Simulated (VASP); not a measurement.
Wanted: the native input for a VASP 6.6.1 run.

```
Task                   : band structure
Functional             : optB88-vdW
Potentials or basis    : VASP PAW PBE potentials, release 64 (Ni, Mo_sv, Pd, Ir, W_sv)
Cutoff                 : 520 eV
k mesh                 : 8 × 8 × 5
Occupations            : fermi-dirac, width 0.05 eV
Spin                   : collinear spin, ferromagnetic start
Starting moments       : [1.0, 1.0, 0.0, 0.6, 0.0] μB
Further INCAR settings : ALGO = Normal; EDIFF = 1e-07; NBANDS = 40
```

The structure of NiMoIrPdW lies in POSCAR:

```
NiMoIrPdW                               
1.0
    4.1144709529      0.0000092581     -0.0000038720
   -2.0572324556      3.5632411050      0.0000038720
   -0.0000051209      0.0000029565      5.4575494396
  Ni              Mo              Pd              Ir              W             
     1     1     1     1     1
Direct
     0.0000006837514269    0.9999993162485734    0.9576913802532302
     0.6666664288310608    0.3333335711689375    0.9624706126525648
     0.6666669774654614    0.3333330225345368    0.4628186599419910
     0.3333332326513541    0.6666667673486476    0.7253001510936234
     0.3333326773006969    0.6666673226993047    0.2361691960585923
```

The cell was built by a generator and needn't be a form met in nature.

The input as run:

INCAR

```
  PREC = Accurate
  ENCUT = 520
  EDIFF = 1E-7
  ISMEAR = -1
  SIGMA = 0.05
  LREAL = False
  LASPH = True
  NELM = 150
  ALGO = Normal
  ISIF = 2
  LWAVE = False
  LCHARG = False
  ISPIN = 2
  MAGMOM = 1 1 0 0.6 0
  LORBIT = 11
  LMAXMIX = 4
  GGA = BO
  LUSE_VDW = True
  AGGAC = 0.0
  PARAM1 = 0.1833333333
  PARAM2 = 0.22
  NBANDS = 40
  KPAR = 4
```

KPOINTS

```
regular mesh
0
Gamma
  8 8 5
```

KPOINTS_OPT

```
path GMKGALHA,LM,KH
20
line-mode
reciprocal
 0.0000000000  0.0000000000  0.0000000000  G
 0.5000000000  0.0000000000  0.0000000000  M

 0.5000000000  0.0000000000  0.0000000000  M
 0.3333333333  0.3333333333  0.0000000000  K

 0.3333333333  0.3333333333  0.0000000000  K
 0.0000000000  0.0000000000  0.0000000000  G

 0.0000000000  0.0000000000  0.0000000000  G
 0.0000000000  0.0000000000  0.5000000000  A

 0.0000000000  0.0000000000  0.5000000000  A
 0.5000000000  0.0000000000  0.5000000000  L

 0.5000000000  0.0000000000  0.5000000000  L
 0.3333333333  0.3333333333  0.5000000000  H

 0.3333333333  0.3333333333  0.5000000000  H
 0.0000000000  0.0000000000  0.5000000000  A

 0.5000000000  0.0000000000  0.5000000000  L
 0.5000000000  0.0000000000  0.0000000000  M

 0.3333333333  0.3333333333  0.0000000000  K
 0.3333333333  0.3333333333  0.5000000000  H
```

Potentials or basis: VASP PAW PBE potentials, release 64 (Ni, Mo_sv, Pd, Ir, W_sv).

The run is started by

```console
$ cat potpaw_PBE.64/Ni/POTCAR potpaw_PBE.64/Mo_sv/POTCAR potpaw_PBE.64/Pd/POTCAR potpaw_PBE.64/Ir/POTCAR potpaw_PBE.64/W_sv/POTCAR > POTCAR
$ mpirun -np 4 vasp_std > vasp.out
```

It gave:

```yaml
Pressure: 0.0 GPa
Largest_force: 0.015 eV/Å
Band_gap_along_the_path: none (metal or under the smearing width)
Net_moment: 0.00 μB per cell
Valence_electrons_inside_the_program's_atomic_spheres: Ni 9.49; Mo 12.58; Pd 9.59; Ir 8.33; W 11.90
```

Caveat: the PAW data sets were made with another functional, which shifts forces and pressure a little; spin-orbit coupling is left out, which moves the levels of the heavy elements.

Wall time 7.1 min on 4 MPI ranks on AMD EPYC 7R43 64-Core Processor (Zen 3), on a shared host, peak memory 0.62 GiB a rank.
